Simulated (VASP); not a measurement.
A VASP calculation is set up with these files.

### KPOINTS
```
kpoints
0
G
7 7 2
0 0 0
```

INCAR:
```
# general
SYSTEM   = MoTe2
PREC     = Accurate
ENCUT    = 520   # plane-wave cut-off (eV)
LREAL    = .FALSE.   # projection in real space or not
LASPH    = .TRUE.

# electronic loop
EDIFF    = 1E-6   # SCF stop (eV)
NELM     = 100
ALGO     = Normal   # blocked Davidson
LMAXMIX  = 4   # l cut-off of mixed one-centre charges
LMIXTAU  = .TRUE.

# smearing
ISMEAR   = 0
SIGMA    = 0.05

# functional
METAGGA  = R2SCAN
LUSE_VDW = .TRUE.
BPARAM   = 11.95
CPARAM   = 0.0093

# ions
IBRION   = 2
NSW      = 60   # most ionic steps
ISIF     = 3
EDIFFG   = -0.02

# output
LWAVE    = .FALSE.
LCHARG   = .FALSE.
```

### POSCAR
```
MoTe2
1.0
  1.7758483626  -3.0758591579   0.0000000000
  1.7758483626   3.0758591579   0.0000000000
  0.0000000000   0.0000000000  14.0293703729
Te Mo
4 2
Cartesian
  1.7758483626   1.0252884365  12.3179947014
  1.7758483626  -1.0252884365   5.3033095150
  1.7758483626  -1.0252884365   1.7113756715
  1.7758483626   1.0252884365   8.7260608579
  1.7758483626   1.0252884365   3.5073425932
  1.7758483626  -1.0252884365  10.5220277797
```

POTCAR, in this order: Te Mo_sv (PBE.64 set). Program: vasp_std.

Q: Write an equivalent input for Ansatz.

A: One equivalent input (not run):
Ansatz 0.2 input:
```yaml
crystal:
  lattice:
    - [1.7758484, -3.0758592, 0.0000000]
    - [1.7758484, 3.0758592, 0.0000000]
    - [0.0000000, 0.0000000, 14.0293704]
  atoms:
    - { symbol: Te, position: [0.3333330, 0.6666670, 0.8780148] }
    - { symbol: Te, position: [0.6666670, 0.3333330, 0.3780148] }
    - { symbol: Te, position: [0.6666670, 0.3333330, 0.1219852] }
    - { symbol: Te, position: [0.3333330, 0.6666670, 0.6219852] }
    - { symbol: Mo, position: [0.3333330, 0.6666670, 0.2500000] }
    - { symbol: Mo, position: [0.6666670, 0.3333330, 0.7500000] }
kpoints:
  mp_grid: { grid: [7, 7, 2] }
hamiltonian:
  xc: r2scan
  dispersion: rvv10
  pseudopotentials: { kind: paw }
scf:
  occupations: { method: gaussian, width: 0.05 }
  max_iter: 100
relax:
  max_steps: 60
  f_tol: 0.02
  cell: {}
output: { forces: true, stress: true, eigenvalues: true }
```
The two are equivalent in intent, not identical: each code has its own PAW files, so the cut-off isn't converted (ENCUT is set for VASP's; basis.ecutwfc is left out, and Ansatz then takes the one that its files recommend); Ansatz stops its SCF on the density residual and VASP on the energy change (EDIFF).

The compound is MoTe2 in the 2H layered structure. This run relaxes it. Symmetry was kept, so distortions that lower it aren't found. The start is the result of an earlier pass.
